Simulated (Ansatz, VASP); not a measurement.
## One calculation of BeSeS3, two programs

```
Be Se S
1.0
     4.87014    0.00000    0.00000
     0.00000    4.87014    0.00000
     0.00000    0.00000    4.87014
Be Se S
1 1 3
Direct
  0.00000 0.00000 0.00000
  0.50000 0.50000 0.50000
  0.00000 0.50000 0.50000
  0.50000 0.00000 0.50000
  0.50000 0.50000 0.00000
```

Change from the starting cell: species swapped into the CsPbBr3 type (Pm-3m, No. 221).

Alike in both runs: task single point; functional PBE; k mesh 4 × 4 × 4; occupations gaussian, width 0.1 eV; no spin polarisation.

```csv
,VASP,Ansatz
version,VASP 6.6.1,Ansatz 0.2.0
potentials or method,"VASP PAW PBE potentials, release 64 (Be, Se, S)","scalar-relativistic, plane waves, PAW"
plane-wave cutoff (eV),520,420
valence electrons in the cell,26,36
```

```tsv
	VASP	Ansatz	Ansatz less VASP
gap on the k mesh at the Fermi level (eV)	none	none	-
pressure (GPa)	-3.1	-3.0	+0.05
```

A gap of «none» marks a metal or a gap that the smearing closes. The two sets of potentials don't hold the same shells in valence.
